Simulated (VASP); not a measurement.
Here is the system:

```
ZrSe2
1.0
    1.88500    -3.26492     0.00000
    1.88500     3.26492     0.00000
    0.00000     0.00000     6.14000
Zr Se
1 2
Cartesian
  0.00000   0.00000   0.00000
  1.88500   1.08831   1.56570
  1.88500  -1.08831   4.57430
```

Method: LDA (Ceperley-Alder, Perdew-Zunger), VASP's LDA PAW potentials (set 64) (plane waves; VASP). Numerical set-up: 300 eV cut-off, 7×7×4 Γ-centred mesh, Fermi-Dirac smearing of 0.010 eV, potentials Zr_sv Se.

At this cut-off the stress carries a Pulay error, which pulls relaxed volumes low.

Estimate the energy per atom (σ→0), pressure.

```
Item                           Result
---------------------  --------------
energy per atom (σ→0)  -7.204 eV/atom
pressure                    -2.68 GPa
```

The structure is a typed ZrSe2 crystal (P-3m1). The cell was not relaxed at this level.
